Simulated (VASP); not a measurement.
Input of a VASP 6.6.1 run:

Contents of INCAR:

```
SYSTEM = Be3B2C
PREC = Accurate ; ENCUT = 600
EDIFF = 1E-7 ; ISMEAR = 0
SIGMA = 0.1 ; LREAL = .FALSE.
LASPH = .TRUE. ; NELM = 100
ALGO = Fast ; ISIF = 3
LWAVE = .FALSE. ; LCHARG = .FALSE.
GGA = PE ; IBRION = 2
NSW = 100 ; EDIFFG = -0.01
```

KPOINTS

```
Automatic mesh
0
G
  12 12 8
  0 0 0
```

The input POSCAR:

```
Be3B2C
1.0
    4.0868516923      0.0000000000      0.0000000000
   -2.0434258461      3.5393173870      0.0000000000
    0.0000000000      0.0000000000      4.4602983550
Be B C
3 2 1
Direct
    0.5000000000      0.0000000000      0.0000000000
    0.0000000000      0.5000000000      0.0000000000
    0.5000000000      0.5000000000      0.0000000000
    0.0000000000      0.0000000000      0.8176773573
    0.0000000000      0.0000000000      0.1823226427
    0.0000000000      0.0000000000      0.5000000000
```

Potentials or basis: VASP PAW PBE potentials, release 64 (Be, B, C).

Run with:

```sh
$ cat potpaw_PBE.64/Be/POTCAR potpaw_PBE.64/B/POTCAR potpaw_PBE.64/C/POTCAR > POTCAR
$ mpirun -np 1 vasp_std > vasp.out
```

**Question.** Estimate the space group after relaxing (to 0.05 Å).

**Answer.** P6/mmm (No. 191).

**Question.** Predict the relaxed cell.

**Answer.** a = 4.086 Å, b = 4.086 Å, c = 4.459 Å, α = 90.00°, β = 90.00°, γ = 120.00°.

**Question.** Estimate the band gap on the k mesh.

**Answer.** None (metal or under the smearing width).

**Question.** What does it give for the relaxed volume?

**Answer.** 10.75 Å³/atom.

Step by step:
```tsv
step	energy change (eV)	largest force (eV/Å)	pressure (GPa)	volume (Å³)
1	0.0000	0.2202	0.07	64.52
2	0.0047	0.6343	-0.49	64.56
3	-0.0006	0.0036	-0.08	64.53
4	-0.0006	0.0023	0.02	64.49
```
